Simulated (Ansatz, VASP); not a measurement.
MnNF3: VASP beside Ansatz

```
Mn N F
1.0
     3.98307    0.00000    0.00000
     0.00000    3.98307    0.00000
     0.00000    0.00000    3.98307
Mn N F
1 1 3
Direct
  0.50000 0.50000 0.50000
  0.00000 0.00000 0.00000
  0.50000 0.50000 0.00000
  0.50000 0.00000 0.50000
  0.00000 0.50000 0.50000
```

The cell comes from a database or a generator and needn't be the stable form of this composition.

Alike in both runs: task single point; functional PBE; k mesh 6 × 6 × 6; collinear spin; Hubbard terms Mn d U = 3.5 eV.

|  | VASP | Ansatz |
| --- | --- | --- |
| version | VASP 6.6.1 | Ansatz 0.2.0 |
| potentials or method | VASP PAW PBE potentials, release 64 (Mn_pv, N, F) | plane waves, PAW |
| plane-wave cutoff (eV) | 520 | 510 |
| occupations | fermi-dirac, width 0.1 eV | fermi-dirac |
| valence electrons in the cell | 39 | 41 |

|  | VASP | Ansatz | Ansatz less VASP |
| --- | --- | --- | --- |
| gap on the k mesh at the Fermi level (eV) | none | none | - |
| net moment per atom (μB) | 0.43 | 0.25 | -0.189 |
| size of the moment on the site where the two differ most (μB) | 0.00 | 2.57 | +2.567 |

The net moments differ so much that the two runs ended in different magnetic states, which moves the other rows too. Site moments also hang on the region over which each program counts them. The programs project onto different local orbitals, so the same U acts differently. A gap of «none» marks a metal or a gap that the smearing closes. The two sets of potentials don't hold the same shells in valence. Ansatz warned: «filled_band_counts_differ_across_k_points».

Caveats: a cell with one magnetic atom can't hold antiferromagnetic order, which such compounds often take. The state reached can hang on the start; a lower one may exist.
